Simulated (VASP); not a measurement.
Wanted: the native input for a VASP 6.6.1 run.

```yaml
Task: relaxation of the atoms
Functional: LDA
Potentials_or_basis: VASP PAW LDA potentials, release 64 (Hf_pv, Re)
Cutoff: 520 eV
k_mesh: 8 × 8 × 7
Occupations: methfessel-paxton, width 0.2 eV
Spin: no spin polarisation
Further_INCAR_settings: ALGO = Fast; EDIFF = 1e-07; IBRION = 2; EDIFFG = -0.01; NSW = 40
```

The structure of HfRe2 lies in POSCAR:

```
HfRe2
1.0
    4.0378696200      0.0000000000      0.0000000000
   -2.0189348100      3.4968976700      0.0000000000
    0.0000000000      0.0000000000      3.9363723900
Hf Re
1 2
Direct
    0.0000000000      0.0000000000      0.0000000000
    0.3333333300      0.6666666700      0.5000000000
    0.6666666700      0.3333333300      0.5000000000
```

The cell was built by a generator and needn't be a form met in nature.

One way to write it, as run:

INCAR

```
  PREC = Accurate
  ENCUT = 520
  EDIFF = 1E-7
  ISMEAR = 1
  SIGMA = 0.2
  LREAL = F
  LASPH = T
  NELM = 100
  ALGO = Fast
  ISIF = 2
  LWAVE = F
  LCHARG = F
  IBRION = 2
  NSW = 40
  EDIFFG = -0.01
```

KPOINTS

```
Automatic mesh
0
Gamma
  8 8 7
```

Potentials or basis: VASP PAW LDA potentials, release 64 (Hf_pv, Re).

Run with:

```bash
$ cat potpaw_LDA.64/Hf_pv/POTCAR potpaw_LDA.64/Re/POTCAR > POTCAR
$ mpirun -np 1 vasp_std > vasp.out
```

Results of the run:

The pressure after relaxing is 5.8 GPa and the band gap on the k mesh is none (metal or under the smearing width).

Caveat: the relaxation stopped at its first step, so nothing moved.

Wall time 30 s on 1 thread of Intel(R) Xeon(R) Platinum 8559C (Emerald Rapids) (shared host), peak memory 0.17 GiB.
